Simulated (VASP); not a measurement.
Computed with r2SCAN meta-GGA, VASP's PBE PAW potentials (set 64) (plane waves; VASP 6.6.1).

VASP input:

### POSCAR
```
MoS2
1.0
  1.5722346151  -2.7231899629   0.0000000000
  1.5722346151   2.7231899629   0.0000000000
  0.0000000000   0.0000000000  12.2507151946
Mo S
2 4
Cart
  1.5722346151   0.9077318031   3.0626787986
  1.5722346151  -0.9077318031   9.1880363960
  1.5722346151   0.9077318031  10.7458614667
  1.5722346151  -0.9077318031   4.6205038694
  1.5722346151  -0.9077318031   1.5048537279
  1.5722346151   0.9077318031   7.6302113252
```

**KPOINTS**
```
K-points
0
Gamma
7 7 2
```

INCAR:
```
# general
SYSTEM  = MoS2
PREC    = Accurate
ENCUT   = 520
LREAL   = F
LASPH   = T

# electronic loop
EDIFF   = 1E-6
NELM    = 100
ALGO    = Normal
LMAXMIX = 4
LMIXTAU = T

# smearing
ISMEAR  = 0
SIGMA   = 0.05

# functional
METAGGA = R2SCAN

# ions
IBRION  = 2
NSW     = 60
ISIF    = 3
EDIFFG  = -0.02

# output
LWAVE   = F
LCHARG  = F
```

POTCAR, in this order: Mo_sv S (PBE.64 set). Program: vasp_std.

The resulting files:

OSZICAR:
```
...
DAV:   9    -0.900592363379E+02   -0.72258E-05   -0.27568E-06   805   0.131E-02    0.151E-03
DAV:  10    -0.900592339062E+02    0.24317E-05   -0.71522E-07   566   0.669E-03    0.697E-04
DAV:  11    -0.900592358302E+02   -0.19240E-05   -0.26928E-07   559   0.393E-03    0.400E-04
DAV:  12    -0.900592347720E+02    0.10583E-05   -0.53230E-08   524   0.172E-03    0.345E-04
DAV:  13    -0.900592354075E+02   -0.63549E-06   -0.16539E-08   503   0.816E-04
   6 F= -.90059235E+02 E0= -.90059235E+02  d E =-.642467E-02
       N       E                     dE             d eps       ncg     rms          rms(c)
DAV:   1    -0.902086939161E+02   -0.14946E+00   -0.81233E+00   992   0.179E+01    0.324E+00
DAV:   2    -0.900883222851E+02    0.12037E+00   -0.10557E+00  1142   0.656E+00    0.205E+00
DAV:   3    -0.900736862523E+02    0.14636E-01   -0.80706E-02  1093   0.162E+00    0.848E-01
DAV:   4    -0.900681269716E+02    0.55593E-02   -0.41520E-02  1154   0.996E-01    0.318E-01
DAV:   5    -0.900708961985E+02   -0.27692E-02   -0.37154E-03  1197   0.423E-01    0.212E-01
DAV:   6    -0.900720607314E+02   -0.11645E-02   -0.58743E-04  1142   0.185E-01    0.110E-01
DAV:   7    -0.900723834444E+02   -0.32271E-03   -0.51625E-04  1209   0.166E-01    0.470E-02
DAV:   8    -0.900725377909E+02   -0.15435E-03   -0.24272E-04  1225   0.114E-01    0.168E-02
DAV:   9    -0.900725715361E+02   -0.33745E-04   -0.26143E-05  1153   0.391E-02    0.866E-03
DAV:  10    -0.900725697246E+02    0.18115E-05   -0.84855E-06   976   0.229E-02    0.326E-03
DAV:  11    -0.900725765697E+02   -0.68451E-05   -0.21303E-06   679   0.114E-02    0.161E-03
DAV:  12    -0.900725743484E+02    0.22213E-05   -0.64098E-07   573   0.607E-03    0.450E-04
DAV:  13    -0.900725762484E+02   -0.18999E-05   -0.18179E-07   552   0.279E-03    0.893E-04
DAV:  14    -0.900725757520E+02    0.49641E-06   -0.31675E-08   524   0.104E-03
   7 F= -.90072576E+02 E0= -.90072576E+02  d E =-.197650E-01
       N       E                     dE             d eps       ncg     rms          rms(c)
DAV:   1    -0.905964319052E+02   -0.52386E+00   -0.31814E+01   992   0.354E+01    0.687E+00
DAV:   2    -0.901513147510E+02    0.44512E+00   -0.42786E+00  1149   0.133E+01    0.417E+00
DAV:   3    -0.900835201899E+02    0.67795E-01   -0.33326E-01  1093   0.327E+00    0.182E+00
DAV:   4    -0.900598621245E+02    0.23658E-01   -0.16165E-01  1161   0.191E+00    0.693E-01
DAV:   5    -0.900697457715E+02   -0.98836E-02   -0.15908E-02  1212   0.871E-01    0.430E-01
DAV:   6    -0.900743778995E+02   -0.46321E-02   -0.28651E-03  1206   0.383E-01    0.223E-01
DAV:   7    -0.900762427161E+02   -0.18648E-02   -0.33560E-03  1203   0.403E-01    0.106E-01
DAV:   8    -0.900774311038E+02   -0.11884E-02   -0.99377E-04  1194   0.235E-01    0.551E-02
DAV:   9    -0.900775309587E+02   -0.99855E-04   -0.51486E-05  1181   0.501E-02    0.346E-02
DAV:  10    -0.900775860433E+02   -0.55085E-04   -0.18131E-05   948   0.317E-02    0.121E-02
DAV:  11    -0.900776048659E+02   -0.18823E-04   -0.81296E-06   983   0.221E-02    0.288E-03
DAV:  12    -0.900776023558E+02    0.25100E-05   -0.27272E-06   941   0.127E-02    0.206E-03
DAV:  13    -0.900776064777E+02   -0.41218E-05   -0.73083E-07   608   0.674E-03    0.920E-04
DAV:  14    -0.900776045247E+02    0.19529E-05   -0.20877E-07   566   0.370E-03    0.452E-04
DAV:  15    -0.900776047138E+02   -0.18906E-06   -0.26517E-08   559   0.122E-03
   8 F= -.90077605E+02 E0= -.90077605E+02  d E =-.247940E-01
       N       E                     dE             d eps       ncg     rms          rms(c)
DAV:   1    -0.901041046465E+02   -0.26500E-01   -0.71562E-01  1044   0.630E+00    0.138E+00
DAV:   2    -0.900828524346E+02    0.21252E-01   -0.15408E-01  1126   0.255E+00    0.704E-01
DAV:   3    -0.900797807327E+02    0.30717E-02   -0.15236E-02  1118   0.623E-01    0.197E-01
DAV:   4    -0.900793193431E+02    0.46139E-03   -0.35217E-03  1094   0.315E-01    0.110E-01
DAV:   5    -0.900798210621E+02   -0.50172E-03   -0.42392E-04  1143   0.156E-01    0.837E-02
DAV:   6    -0.900803810783E+02   -0.56002E-03   -0.37422E-04  1115   0.133E-01    0.271E-02
DAV:   7    -0.900804312523E+02   -0.50174E-04   -0.10498E-04  1074   0.794E-02    0.771E-03
DAV:   8    -0.900804846694E+02   -0.53417E-04   -0.61863E-05  1060   0.612E-02    0.803E-03
DAV:   9    -0.900805011812E+02   -0.16512E-04   -0.11207E-05  1200   0.250E-02    0.136E-03
DAV:  10    -0.900805012673E+02   -0.86058E-07   -0.65355E-07   629   0.585E-03
   9 F= -.90080501E+02 E0= -.90080501E+02  d E =-.289655E-02
       N       E                     dE             d eps       ncg     rms          rms(c)
DAV:   1    -0.901212067720E+02   -0.40706E-01   -0.11962E+00  1044   0.813E+00    0.177E+00
DAV:   2    -0.900858723007E+02    0.35334E-01   -0.26035E-01  1126   0.331E+00    0.913E-01
DAV:   3    -0.900804452679E+02    0.54270E-02   -0.26230E-02  1118   0.814E-01    0.255E-01
DAV:   4    -0.900796873468E+02    0.75792E-03   -0.60668E-03  1102   0.411E-01    0.141E-01
DAV:   5    -0.900805066654E+02   -0.81932E-03   -0.71185E-04  1136   0.200E-01    0.108E-01
DAV:   6    -0.900814916869E+02   -0.98502E-03   -0.61843E-04  1114   0.170E-01    0.352E-02
DAV:   7    -0.900815846899E+02   -0.93003E-04   -0.17461E-04  1088   0.102E-01    0.997E-03
DAV:   8    -0.900816838556E+02   -0.99166E-04   -0.10563E-04  1067   0.794E-02    0.105E-02
DAV:   9    -0.900817099709E+02   -0.26115E-04   -0.19308E-05  1216   0.327E-02    0.176E-03
DAV:  10    -0.900817104945E+02   -0.52364E-06   -0.11046E-06   671   0.762E-03
  10 F= -.90081710E+02 E0= -.90081710E+02  d E =-.410578E-02
       N       E                     dE             d eps       ncg     rms          rms(c)
DAV:   1    -0.900819658311E+02   -0.25586E-03   -0.74680E-03  1051   0.641E-01    0.142E-01
DAV:   2    -0.900817311882E+02    0.23464E-03   -0.16083E-03  1133   0.260E-01    0.713E-02
DAV:   3    -0.900817043661E+02    0.26822E-04   -0.16221E-04  1133   0.643E-02    0.197E-02
DAV:   4    -0.900816994376E+02    0.49285E-05   -0.35752E-05  1027   0.326E-02    0.118E-02
DAV:   5    -0.900817066180E+02   -0.71804E-05   -0.42393E-06   927   0.162E-02    0.862E-03
DAV:   6    -0.900817157694E+02   -0.91514E-05   -0.44341E-06   880   0.147E-02    0.262E-03
DAV:   7    -0.900817163933E+02   -0.62386E-06   -0.96850E-07   496   0.806E-03
  11 F= -.90081716E+02 E0= -.90081716E+02  d E =-.411168E-02
       N       E                     dE             d eps       ncg     rms          rms(c)
DAV:   1    -0.900821263808E+02   -0.41061E-03   -0.98304E-03   992   0.676E-01    0.109E-01
DAV:   2    -0.900819659042E+02    0.16048E-03   -0.57202E-04  1152   0.143E-01    0.498E-02
DAV:   3    -0.900819484208E+02    0.17483E-04   -0.70867E-05  1127   0.568E-02    0.221E-02
DAV:   4    -0.900819431036E+02    0.53172E-05   -0.27967E-05  1126   0.330E-02    0.126E-02
DAV:   5    -0.900819392810E+02    0.38226E-05   -0.11433E-05  1069   0.241E-02    0.307E-03
DAV:   6    -0.900819432650E+02   -0.39840E-05   -0.41794E-06   860   0.153E-02    0.152E-03
DAV:   7    -0.900819424401E+02    0.82494E-06   -0.52759E-07   538   0.566E-03
  12 F= -.90081942E+02 E0= -.90081942E+02  d E =-.226047E-03
       N       E                     dE             d eps       ncg     rms          rms(c)
DAV:   1    -0.900839405671E+02   -0.19973E-02   -0.88570E-02   992   0.203E+00    0.324E-01
DAV:   2    -0.900824852881E+02    0.14553E-02   -0.51076E-03  1152   0.426E-01    0.149E-01
DAV:   3    -0.900823364911E+02    0.14880E-03   -0.62798E-04  1127   0.168E-01    0.667E-02
DAV:   4    -0.900822886489E+02    0.47842E-04   -0.25116E-04  1126   0.989E-02    0.375E-02
DAV:   5    -0.900822748765E+02    0.13772E-04   -0.10368E-04  1062   0.730E-02    0.940E-03
DAV:   6    -0.900823015359E+02   -0.26659E-04   -0.37740E-05  1044   0.457E-02    0.467E-03
DAV:   7    -0.900823006413E+02    0.89463E-06   -0.43920E-06   997   0.162E-02
  13 F= -.90082301E+02 E0= -.90082301E+02  d E =-.584248E-03
```

**OUTCAR**
```
------------------------ aborting loop because EDIFF is reached ----------------------------------------
  FORCE on cell =-STRESS in cart. coord.  units (eV):
  Direction    XX          YY          ZZ          XY          YZ          ZX
  --------------------------------------------------------------------------------------
  Total        0.0445773      0.0445773      0.0033450      0.0000000      0.0000000     -0.0000000
  in kB        0.6254827      0.6254826      0.0469351      0.0000000      0.0000000     -0.0000000
  external PRESSURE =       0.4326335 kB  Pullay stress =       0.0000000 kB
  volume of cell :      114.18
      direct lattice vectors                 reciprocal lattice vectors
     1.592307017 -2.757956373  0.000000000     0.314009795 -0.181293658  0.000000000
     1.592307017  2.757956373 -0.000000000     0.314009795  0.181293658  0.000000000
    -0.000000000  0.000000000 13.000638695    -0.000000000  0.000000000  0.076919298
 POSITION                                       TOTAL-FORCE (eV/Angst)
 -----------------------------------------------------------------------------------
      1.59231      0.91932      3.25016         0.000000      0.000000     -0.000000
      1.59231     -0.91932      9.75048         0.000000     -0.000000     -0.000000
      1.59231      0.91932     11.30266        -0.000000      0.000000      0.011703
      1.59231     -0.91932      4.80234         0.000000     -0.000000      0.011703
      1.59231     -0.91932      1.69798        -0.000000      0.000000     -0.011703
      1.59231      0.91932      8.19830        -0.000000     -0.000000     -0.011703
 -----------------------------------------------------------------------------------
    total drift:                               -0.000000      0.001627     -0.000027
  FREE ENERGIE OF THE ION-ELECTRON SYSTEM (eV)
  ---------------------------------------------------
  free  energy   TOTEN  =       -90.0823006413 eV

  energy  without entropy=      -90.0823006413  energy(sigma->0) =      -90.08230064

 reached required accuracy - stopping structural energy minimisation
```
(Selected blocks of OUTCAR.)

### CONTCAR
```
MoS2
   1.00000000000000
     1.5923070173882199   -2.7579563733259711    0.0000000000000000
     1.5923070173882199    2.7579563733259711   -0.0000000000000000
    -0.0000000000000000    0.0000000000000000   13.0006386949273978
  Mo              S
     2     4
Direct
     0.3333330000000032    0.6666669999999968    0.2500000000000000
     0.6666669999999968    0.3333330000000032    0.7500000000000000
     0.3333330000000032    0.6666669999999968    0.8693928211908258
     0.6666669999999968    0.3333330000000032    0.3693928211908259
     0.6666669999999968    0.3333330000000032    0.1306071788091742
     0.3333330000000032    0.6666669999999968    0.6306071788091742
```

Energy and stress use the plane-wave basis of the starting cell.

The compound is MoS2 in the 2H layered structure. This run relaxes it. Symmetry was kept, so distortions that lower it aren't found. The start is the result of an earlier pass.
